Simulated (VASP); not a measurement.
Level of theory: PBE GGA, VASP's PBE PAW potentials (set 64) (plane waves; VASP).

Input for VASP

### INCAR
```
EDIFF=1E-6   ! SCF stop (eV)
LASPH=.True.
LWAVE=.False.
LREAL=.False.
ENCUT=500
SIGMA=0.05   ! width (eV)
PREC=Accurate
ISMEAR=0   ! Gaussian
NELM=100   ! most electronic steps
SYSTEM=BN
ALGO=Normal   ! blocked Davidson
GGA=PE   ! PBE
LCHARG=.False.
ICHARG=11
```

File POSCAR:
```
BN
1
    2.5539400000     0.0000000000     0.0000000000
   -1.2769700000     2.2117770000     0.0000000000
    0.0000000000     0.0000000000     4.2268500000
B N
2 2
Direct
  0.6666670000   0.3333330000   0.9997200000
  0.3333330000   0.6666670000   0.4997200000
  0.6666670000   0.3333330000   0.6252800000
  0.3333330000   0.6666670000   0.1252800000
```

### KPOINTS
```
k-points along high-symmetry lines
10
Line-mode
Reciprocal
  0.000000   0.000000   0.000000 ! GAMMA
  0.500000   0.000000   0.000000 ! M

  0.500000   0.000000   0.000000 ! M
  0.333333   0.333333   0.000000 ! K

  0.333333   0.333333   0.000000 ! K
  0.000000   0.000000   0.000000 ! GAMMA

  0.000000   0.000000   0.000000 ! GAMMA
  0.000000   0.000000   0.500000 ! A

  0.000000   0.000000   0.500000 ! A
  0.500000   0.000000   0.500000 ! L

  0.500000   0.000000   0.500000 ! L
  0.333333   0.333333   0.500000 ! H

  0.333333   0.333333   0.500000 ! H
  0.000000   0.000000   0.500000 ! A

  0.500000   0.000000   0.500000 ! L
  0.500000   0.000000   0.000000 ! M

  0.333333   0.333333   0.500000 ! H
  0.333333   0.333333   0.000000 ! K
```

POTCAR, in this order: B N (PBE.64 set). Program: vasp_std. Read from the step before: CHGCAR.

Output of the run:

OUTCAR:
```
 ion  position               nearest neighbor table
   1  0.667  0.333  1.000-   4 1.57   4 1.57   4 1.57   3 1.58
   2  0.333  0.667  0.500-   3 1.57   3 1.57   3 1.57   4 1.58
   3  0.667  0.333  0.625-   2 1.57   2 1.57   2 1.57   1 1.58
   4  0.333  0.667  0.125-   1 1.57   1 1.57   1 1.57   2 1.58
  LATTYP: Found a hexagonal cell.
 ALAT       =     2.5539400000
 C/A-ratio  =     1.6550310501
 Subroutine PRICEL returns:
 Original cell was already a primitive cell.
 Subroutine GETGRP returns: Found 12 space group operations
The static configuration has the point symmetry C_3v.
 The point group associated with its full space group is C_6v.
The dynamic configuration has the point symmetry C_3v.
 Subroutine INISYM returns: Found 12 space group operations
   k-points           NKPTS =     90   k-points in BZ     NKDIM =     90   number of bands    NBANDS=     12
   number of dos      NEDOS =    301   number of ions     NIONS =      4
   total plane-waves  NPLWV =  12800
   dimension x,y,z NGX =    20 NGY =   20 NGZ =   32
   dimension x,y,z NGXF=    40 NGYF=   40 NGZF=   64
   ions per type =               2   2
   PREC   = accura    normal or accurate (medium, high low for compatibility)
   ISTART =      0    job   : 0-new  1-cont  2-samecut
   ICHARG =     11    charge: 1-file 2-atom 10-const
   ISPIN  =      1    spin polarized calculation?
...
```

**OSZICAR**
```
       N       E                     dE             d eps       ncg     rms          rms(c)
DAV:   1     0.486599688465E+02    0.48660E+02   -0.84568E+03  2160   0.124E+03
DAV:   2    -0.307612050678E+02   -0.79421E+02   -0.73169E+02  3092   0.254E+02
DAV:   3    -0.331769398780E+02   -0.24157E+01   -0.24011E+01  2856   0.436E+01
DAV:   4    -0.331918427640E+02   -0.14903E-01   -0.14889E-01  2612   0.350E+00
DAV:   5    -0.331920497777E+02   -0.20701E-03   -0.20690E-03  2768   0.345E-01
DAV:   6    -0.331920555368E+02   -0.57591E-05   -0.57588E-05  2588   0.428E-02
DAV:   7    -0.331920557082E+02   -0.17145E-06   -0.17140E-06  2264   0.654E-03
   1 F= -.33192056E+02 E0= -.33192056E+02  d E =-.702808E-12
```

**OUTCAR**
```
 val. band max:        7.4327206866   @ k =   0.0000   0.0000   0.0000

 cond. band min:      12.6288260607   @ k =   0.3333   0.3333   0.0000



 k-point     1 :       0.0000    0.0000    0.0000
  band No.  band energies     occupation
      1     -12.8565      2.00000
      2      -8.7563      2.00000
      3      -3.3937      2.00000
      4       5.3335      2.00000
      5       5.3336      2.00000
      6       7.1567      2.00000
      7       7.4327      2.00000
      8       7.4327      2.00000
      9      15.7669      0.00000
     10      15.7669      0.00000
     11      15.9627      0.00000
     12      16.8497      0.00000

 k-point     2 :       0.0556    0.0000    0.0000
  band No.  band energies     occupation
      1     -12.7898      2.00000
      2      -8.7051      2.00000
      3      -3.3275      2.00000
      4       5.0163      2.00000
      5       5.2044      2.00000
      6       7.0867      2.00000
      7       7.1745      2.00000
      8       7.3623      2.00000
      9      15.6243      0.00000
     10      15.9040      0.00000
     11      16.1119      0.00000
     12      17.0711      0.00000

 k-point     3 :       0.1111    0.0000    0.0000
  band No.  band energies     occupation
      1     -12.5905      2.00000
      2      -8.5539      2.00000
      3      -3.1299      2.00000
      4       4.1656      2.00000
      5       4.8611      2.00000
      6       6.4573      2.00000
      7       6.8955      2.00000
      8       7.1577      2.00000
      9      15.3817      0.00000
     10      16.2766      0.00000
     11      16.3468      0.00000
     12      17.6709      0.00000

 k-point     4 :       0.1667    0.0000    0.0000
  band No.  band energies     occupation
      1     -12.2614      2.00000
      2      -8.3129      2.00000
      3      -2.8044      2.00000
      4       2.9913      2.00000
      5       4.3975      2.00000
      6       5.4508      2.00000
      7       6.5672      2.00000
...
```

The density is held fixed in this step, so its total energy and stress have no physical meaning.

The structure comes from a computed database's BN entry (P6_3mc); how it stands against other phases isn't given here. The cell was not relaxed at this level.
